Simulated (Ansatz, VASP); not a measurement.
## ZnGeSb2: VASP beside Ansatz

Wanted: the spread between two codes on one cell, functional and k mesh. The cell is generated by rule, not measured, and may not be a known phase. The two relaxations start from unlike cells of this crystal (the structure described is Ansatz's start), so only their ends are compared.

Calculated with Ansatz 0.2.0; plane waves, with VASP 6.6.1 beside it; relaxation of cell and atoms at PBE.

The structure was built from a prototype and need not be the compound's stable phase.

## (1) The starting structure

Symmetry: P-4m2, No. 115, tetragonal system. Conventional cell: a = 4.213 Å, b = 4.213 Å, c = 11.917 Å, α = 90.00°, β = 90.00°, γ = 90.00°. Nearest to Zn lie 4 Sb at 2.58 Å. Sb has 4 Zn at 2.58 Å nearest. Nearest to Sb lie 2 Zn at 2.58 Å and 2 Ge at 2.58 Å. Nearest to Sb lie 4 Ge at 2.58 Å. Nearest to Ge lie 4 Sb at 2.58 Å. Farther neighbours are not listed.

## (2) Ansatz: relaxation of cell and atoms, PBE

Ansatz runs on its default PAW (the set named soft_2) files.

The relaxed volume is the usual yardstick between codes: in a stiff, nearly cubic crystal its relative difference is about their pressure difference at one cell divided by the bulk modulus.

File input.yaml:

```yaml
crystal:
  lattice:
    - [4.2134489562, 0.0, 0.0]
    - [0.0, 4.2134489562, 0.0]
    - [0.0, 0.0, 11.9174333165]
  atoms:
    - { symbol: Zn, position: [0.5, 0.0, 0.875] }
    - { symbol: Sb, position: [0.5, 0.5, 0.0] }
    - { symbol: Zn, position: [0.0, 0.5, 0.125] }
    - { symbol: Sb, position: [0.0, 0.0, 0.25] }
    - { symbol: Ge, position: [0.5, 0.0, 0.375] }
    - { symbol: Sb, position: [0.5, 0.5, 0.5] }
    - { symbol: Ge, position: [0.0, 0.5, 0.625] }
    - { symbol: Sb, position: [0.0, 0.0, 0.75] }
kpoints:
  mp_grid: { grid: [6, 6, 2] }
hamiltonian:
  xc: pbe
scf:
  occupations: { method: fermi_dirac, width: 0.02 }
relax:
  f_tol: 0.01
  max_steps: 100
  cell: {}
```

Run with:

```console
$ ansatz run input.yaml --threads 2 --pin off --max-ram 92160MiB --backend cuda --devices 1 --max-vram 13GiB --events-out ev --progress --plain --runs-dir out
```

Numbers of over 12 decimals in the logs are rounded to 6 here.

Output:

```text
GPUs: using 1 of 1 available (devices: 1).
Engine: ansatz 0.2.0, x86_64-unknown-linux-gnu
Pseudopotentials: kind: paw
Pseudopotential: Zn, paw, valence charge 12, recommended cutoff 420 eV (normal), Zn.paw.azcp
Pseudopotential: Sb, paw, valence charge 15, recommended cutoff 420 eV (normal), Sb.paw.azcp
Pseudopotential: Ge, paw, valence charge 14, recommended cutoff 420 eV (normal), Ge.paw.azcp
Functional definition: PBE
  parameter kappa = 0.804
  parameter beta = 0.066725
  exchange = pbe_x(kappa = kappa, mu = beta*pi^2/3)
  correlation = pbe_c(beta = beta)
device memory: the entry about to start is reckoned to put 2.9 GiB on a device that reports 58.6 GiB free (of which the cap on the GPU budget leaves the run 13.0 GiB)
GPU FFT provider: cuFFT
GPU libraries: cuBLAS 13.8.2, cuFFT 12.4.0, cuSOLVER 12.3.4
Crystal: 8 atoms, lattice volume = 211.572 Å³
Basis set: ecut = 420 eV, 4115 PW (Γ), exchange–correlation on 60×60×160 points (8 copies of the dense FFT grid, shifted against one another)
Bands: 68, of which v1, the nominal top of the filled ones, is band 56 counted from 1 (55 counted from 0)
Symmetry: 8 space group operations
Space group: P-4m2 (ITA 115), of the structure as read, at distance tolerance 6.0e-5 Å
k-points: 20 of 72
Non-local potential: Zn, projectors of the file, l = 0: 2, l = 1: 2, l = 2: 3, l = 3: 1
Non-local potential: Sb, projectors of the file, l = 0: 2, l = 1: 2, l = 2: 2, l = 3: 2
Non-local potential: Ge, projectors of the file, l = 0: 2, l = 1: 2, l = 2: 3, l = 3: 1
PAW form: soft (Blöchl's): semilocal exchange-correlation on the pseudo side does not see the compensation charge
PAW one-centre angular grid: Zn, 590 points (default); XC on 64 Gauss nodes
PAW one-centre angular grid: Sb, 590 points (default); XC on 64 Gauss nodes
PAW one-centre angular grid: Ge, 590 points (default); XC on 64 Gauss nodes
Initial density: superposition of atomic densities (neutral atoms: chi_scale 0, normalization atom), corrected by the library's trained network
Initial wavefunctions: pseudopotential atomic-orbital guess
GPU buffer pool allocated for 72000 grid points (all kernels)
GPU transforms: local potential and band sums: pruned to the plane-wave sphere, on 30×30×80
Functional: x = pbe(κ = 0.804, μ = 0.219515), c = pbe(β = 0.066725)
SCF iter   1: F=—  HF=-41164.751393 eV  |F-HF|=—  |Δ(HF+E_count)|=         —  Δρ=1.80e-3  dr2=1.00e-2  ethr=1.77e-3  ⟨swp⟩=6.3  Hψ=5379  notcnv=0  defer=10
preconditioner: auto → LDOS  [insulator: Δε(μ)=0.064 eV  Ē_g=9.276 eV  σ=0.020 eV  W_gap=0.54  n_scr=56 (ndim 8)  ℏωp=18.4 eV  f_vac=0.051  D(μ)=2.91/eV (n_scr^D=8)  ε∞_Penn≈4.9  β→1.0]
SCF iter   2: F=—  HF=-41164.749388 eV  |F-HF|=—  |Δ(HF+E_count)|=   2.00e-3  Δρ=1.38e-3  dr2=9.91e-3  ethr=8.96e-6  ⟨swp⟩=2.1  Hψ=2756  notcnv=0  defer=93
SCF iter   3: F=—  HF=-41164.748445 eV  |F-HF|=—  |Δ(HF+E_count)|=   9.43e-4  Δρ=8.34e-4  dr2=1.02e-3  ethr=8.85e-6  ⟨swp⟩=2.8  Hψ=2347  notcnv=0  defer=93
SCF iter   4: F=—  HF=-41164.748519 eV  |F-HF|=—  |Δ(HF+E_count)|=   7.35e-5  Δρ=5.52e-4  dr2=3.80e-4  ethr=9.14e-7  ⟨swp⟩=2.0  Hψ=1859  notcnv=0  defer=93
SCF iter   5: F=—  HF=-41164.748576 eV  |F-HF|=—  |Δ(HF+E_count)|=   5.69e-5  Δρ=2.18e-4  dr2=6.54e-5  ethr=3.40e-7  ⟨swp⟩=2.0  Hψ=1481  notcnv=0  defer=93
SCF iter   6: F=—  HF=-41164.748505 eV  |F-HF|=—  |Δ(HF+E_count)|=   7.07e-5  Δρ=5.49e-5  dr2=4.15e-6  ethr=5.84e-8  ⟨swp⟩=2.0  Hψ=1680  notcnv=0  defer=93
SCF iter   7: F=—  HF=-41164.748504 eV  |F-HF|=—  |Δ(HF+E_count)|=   1.52e-6  Δρ=9.14e-6  dr2=1.19e-7  ethr=3.70e-9  ⟨swp⟩=2.0  Hψ=1729  notcnv=0  defer=93
SCF iter   8: F=-41164.748504 eV  HF=-41164.748504 eV  |F-HF|=1.94e-9  |Δ(HF+E_count)|=   3.67e-9  Δρ=1.47e-6  dr2=6.59e-9  ethr=8.93e-11  ⟨swp⟩=5.0  Hψ=4391  notcnv=0
SCF 1 converged in 8 iterations: F = -41164.748504 eV  dr2 = 6.59e-9
  greatest PAW one-centre occupation: 0.998 electrons in one spin orbital (limit 2), on the Ge atom at site 4 (counted from 0), in its partial waves of l = 2
relax step   1: F+E_penalty+E_count = -41164.74850373 eV  Δ(F+E_penalty+E_count) = +0.000e0 eV  max|allowed force component| = 5.691e-1 eV/Å  Δτ_max = 0.0000 Å  P = +7.567 GPa  Ω = 211.572 Å³  (8 SCF iters, dr2 threshold 1.00e-7 eV, accepted)
[...]
relax step   4: F+E_penalty+E_count = -41165.43867233 eV  Δ(F+E_penalty+E_count) = -7.798e-4 eV  max|allowed force component| = 4.939e-3 eV/Å  Δτ_max = 0.0117 Å  P = +0.022 GPa  Ω = 240.335 Å³  energy of the carried Pulay correction = -7.691e-3 eV  (7 SCF iters, dr2 threshold 1.09e-7 eV, accepted)
[...]
relax step   5: F+E_penalty+E_count = -41165.44611522 eV  Δ(F+E_penalty+E_count) = -7.443e-3 eV  max|allowed force component| = 4.569e-3 eV/Å  Δτ_max = 0.0000 Å  P = +0.029 GPa  Ω = 240.335 Å³  stress off target by 3.61e-2 GPa  SCF on the basis re-selected at this cell (its energy is not comparable with the rows above)  (10 SCF iters)
basis re-selected at this cell: Δ(F+E_penalty+E_count) = -7.443e-3 eV, ΔP = +0.007 GPa vs the last step (what re-selecting the basis moved, of the pressure what is left beyond the Pulay correction that the steps carried, after the strain that the cell walked since its last selection, with what the two solves' SCF thresholds leave and, on support functions, any second-order correction that the steps lacked; it is no measure of the basis error at this ecutwfc). The dense FFT grid was sized anew with the basis: this SCF ran on 30×30×90 points, the steps before it on 30×30×80, so part of this shift can come from that change (see relax.cell in the input reference). [rest of the remark cut]
SCF converged after 10 iterations
Free energy (F): -41165.446115 eV
Harris-Foulkes:  -41165.446115 eV  (|F-HF|=3.27e-10)
Internal energy: -41165.441481 eV  (E = F + TS)
E sigma→0 (E₀):  -41165.443798 eV
Entropy (-TS):   -0.004634 eV (-0.579 meV/atom)
Fermi energy:    7.160517 eV
--- Per-component energies (eV) ---
  E_band       = -1155.672852
  E_kinetic    = 1308.071218
  E_local      = -16390.239148  (includes V_loc(G=0)·N_el)
  E_nonlocal   = 3506.714896
  E_hartree    = 7210.914381
  E_xc         = -976.485033
  E_vxc        = -614.082522  (∫ρ·V_xc dr)
  E_paw        = -25991.305368  (= ΣΔE_a)
  E_vpaw       = -3387.965457  (= ΣTr[D̂ρ^β])
  E_aug_tail   = -0.000123  (compensation charges beyond the density's cutoff)
  E_ewald      = -9833.112304
  E_smearing   = -0.004634  (= −TS)
  E_closure    = -0.000000  (closes the sum)
  Σ components = -41165.446115   (vs F -41165.446115, Δ=0.00e0)
--- Forces (eV/Å), atoms counted from 1 ---
  atom   1  Zn     0.00000000    -0.00000000    -0.00243971
  atom   2  Sb    -0.00000000     0.00000000     0.00000000
  atom   3  Zn     0.00000000    -0.00000000     0.00243971
  atom   4  Sb     0.00000000    -0.00000000     0.00456935
  atom   5  Ge    -0.00000000     0.00000000     0.00052473
  atom   6  Sb     0.00000000    -0.00000000    -0.00000000
  atom   7  Ge    -0.00000000     0.00000000    -0.00052473
  atom   8  Sb     0.00000000    -0.00000000    -0.00456935
  max |Σ_I F_I| component: 9.86e-17 eV/Å
--- Stress (GPa, compression-positive) ---
        0.036128       0.000000       0.000000
        0.000000       0.036128      -0.000000
        0.000000      -0.000000       0.014680
  P = ⅓ Tr σ = 0.0290 GPa (0.290 kbar)
--- Band table (eV; the first three rows and the last of 20) ---
  k-point 0: bands = [... 52 lower, 5.9641, 6.5194, 6.7590, 7.3020, 7.4354, 7.4354, 7.4928, 8.2444, ... 8 higher]
  k-point 1: bands = [... 52 lower, 6.2834, 6.2834, 7.0331, 7.0354, 7.0354, 7.4812, 7.9678, 8.0040, ... 8 higher]
  k-point 2: bands = [... 52 lower, 5.6722, 6.0935, 6.2905, 7.3708, 7.4712, 7.6873, 8.5102, 8.9670, ... 8 higher]
  k-point 19: bands = [... 52 lower, 4.2870, 5.1480, 5.1480, 5.4221, 8.0214, 8.0214, 8.1815, 8.9382, ... 8 higher]
--- Relaxed structure (4 steps of the walk, 4 accepted, 1 SCFs on fresh bases) ---
  F+E_penalty+E_count = -41165.44611522 eV   max|allowed force component| = 4.569e-3 eV/Å   (the final SCF, on the basis selected at the relaxed cell)
  cell:  # Å, volume = 240.3346 Å³
    - [4.418584, 0.0, 0]
    - [0.0, 4.418584, 0.0]
    - [0, 0.0, 12.309769]
  atoms:
    - { symbol: Zn, position: [0.5, 0.0, 0.881786] }
    - { symbol: Sb, position: [0.5, 0.5, 2.9112367233891493e-19] }
    - { symbol: Zn, position: [0, 0.5, 0.118214] }
    - { symbol: Sb, position: [0, 0.0, 0.239546] }
    - { symbol: Ge, position: [0.5, 0.0, 0.367683] }
    - { symbol: Sb, position: [0.5, 0.5, 0.5] }
    - { symbol: Ge, position: [0, 0.5, 0.632317] }
    - { symbol: Sb, position: [0, 0.0, 0.760454] }
```

## (3) VASP: relaxation of cell and atoms, PBE

Its own start cell and the same functional, mesh and smearing now go to VASP, with its own data sets.

Lines of VASP's logs that name or quote its potential files are left out, and so is its time.

File INCAR:

```
SYSTEM = ZnGeSb2
PREC = Accurate
ENCUT = 500
EDIFF = 1E-07
NELM = 120
ISMEAR = -1
SIGMA = 0.02
LREAL = .FALSE.
ALGO = Normal
GGA = PE
NBANDS = 44
LORBIT = 11
LWAVE = .FALSE.
LCHARG = .FALSE.
ISIF = 3
IBRION = 2
NSW = 80
EDIFFG = -0.005
LASPH = .TRUE.
GGA_COMPAT = .FALSE.
NELMIN = 4
KPAR = 2
```

File POSCAR:

```
ZnGeSb2
1.0
    4.4191381681      0.0000000000      0.0000000000
    0.0000000000      4.4191381681      0.0000000000
    0.0000000000      0.0000000000     12.3112618667
Zn Sb Ge
2 4 2
Direct
    0.4999998813      0.0000000000      0.8815939556
    0.0000000000      0.4999998813      0.1184060444
    0.4999998813      0.4999998813      0.0000000000
    0.0000000000      0.0000000000      0.2396458622
    0.4999998813      0.4999998813      0.5000000420
    0.0000000000      0.0000000000      0.7603541378
    0.4999998813      0.0000000000      0.3678132908
    0.0000000000      0.4999998813      0.6321867092
```

File KPOINTS:

```
Automatic mesh
0
Gamma
6 6 2
0 0 0
```

PAW data sets: Zn, Sb and Ge_d (PBE family, release 64).

Run with:

```console
$ mpirun -np 2 vasp_std
```

Output:

```text
[banner, memory and clock lines left out]
running    2 mpi-ranks, on    1 nodes
 distrk:  each k-point on    1 cores,    2 groups
 distr:  one band on    1 cores,    1 groups

 POSCAR found type information on POSCAR ZnSbGe
 POSCAR found :  3 types and       8 ions
 LDA part: xc-table for (Slater+PW92), standard interpolation
 POSCAR, INCAR and KPOINTS ok, starting setup
 FFT: planning ... GRIDC
 FFT: planning ... GRID_SOFT
 FFT: planning ... GRID
 WAVECAR not read
 entering main loop
       N       E                     dE             d eps       ncg     rms          rms(c)
DAV:   1     0.622824136172E+03    0.62282E+03   -0.31080E+04  2148   0.239E+03
DAV:   2     0.761350779624E+02   -0.54669E+03   -0.53332E+03  1776   0.690E+02
DAV:   3    -0.216179672855E+02   -0.97753E+02   -0.95776E+02  1980   0.181E+02
DAV:   4    -0.275849139959E+02   -0.59669E+01   -0.59282E+01  2036   0.499E+01
DAV:   5    -0.277299034117E+02   -0.14499E+00   -0.14480E+00  2028   0.835E+00    0.662E+00
DAV:   6    -0.272875568953E+02    0.44235E+00   -0.20503E+00  2112   0.149E+01    0.418E+00
DAV:   7    -0.272701034901E+02    0.17453E-01   -0.37542E-01  2056   0.317E+00    0.203E+00
DAV:   8    -0.272644068478E+02    0.56966E-02   -0.35250E-02  1992   0.120E+00    0.424E-01
DAV:   9    -0.272650213139E+02   -0.61447E-03   -0.93288E-03  2132   0.110E+00    0.193E-01
DAV:  10    -0.272652872548E+02   -0.26594E-03   -0.15818E-03  2164   0.288E-01    0.897E-02
DAV:  11    -0.272656397746E+02   -0.35252E-03   -0.10573E-03  1952   0.173E-01    0.244E-02
DAV:  12    -0.272656657473E+02   -0.25973E-04   -0.25868E-04  2020   0.959E-02    0.205E-02
DAV:  13    -0.272656692151E+02   -0.34678E-05   -0.34995E-05  2032   0.270E-02    0.950E-03
DAV:  14    -0.272656708408E+02   -0.16257E-05   -0.88820E-06  1888   0.135E-02    0.390E-03
DAV:  15    -0.272656716763E+02   -0.83546E-06   -0.20892E-06  1912   0.876E-03    0.872E-04
DAV:  16    -0.272656717308E+02   -0.54504E-07   -0.31608E-07  1564   0.317E-03
   1 F= -.27265672E+02 E0= -.27263372E+02  d E =-.272657E+02
 curvature:   0.00 expect dE= 0.000E+00 dE for cont linesearch  0.000E+00
 trial: gam= 0.00000 g(F)=  0.530E-06 g(S)=  0.122E-03 ort = 0.000E+00 (trialstep = 0.100E+01)
 search vector abs. value=  0.123E-03
 bond charge predicted
       N       E                     dE             d eps       ncg     rms          rms(c)
DAV:   1    -0.272672055043E+02   -0.15338E-02   -0.22050E-02  2120   0.179E+00    0.255E-01
DAV:   2    -0.272660173153E+02    0.11882E-02   -0.44463E-03  2036   0.955E-01    0.105E-01
DAV:   3    -0.272657978948E+02    0.21942E-03   -0.24259E-04  2208   0.146E-01    0.506E-02
DAV:   4    -0.272657230518E+02    0.74843E-04   -0.77414E-05  2144   0.478E-02    0.126E-02
DAV:   5    -0.272657203180E+02    0.27339E-05   -0.94828E-06  2052   0.209E-02    0.823E-03
DAV:   6    -0.272657190205E+02    0.12975E-05   -0.19200E-06  2208   0.138E-02    0.388E-03
DAV:   7    -0.272657188087E+02    0.21177E-06   -0.88968E-07  1712   0.687E-03    0.949E-04
DAV:   8    -0.272657188972E+02   -0.88512E-07   -0.57850E-08   988   0.200E-03
   2 F= -.27265719E+02 E0= -.27263414E+02  d E =-.471664E-04
 trial-energy change:   -0.000047  1 .order   -0.000054   -0.000123    0.000015
 step:   0.8549(harm=  0.8916)  dis= 0.00009  next Energy=   -27.265720 (dE=-0.483E-04)
 reached required accuracy - stopping structural energy minimisation
```

(Part 1 of 2 ends here.)

[Lines on the potential files, build, host, timing and source positions are cut from VASP's logs without a mark.]

[Logs are printed without paths, hosts, clocks, repeated set-up lines and the standing remarks that a program may print on its own settings, such as how far it seeks lower states.]

[Hosts, paths, dates, database ids (printed as entryN), source tags and the programs' standing remarks are cut or masked in the printed files.]
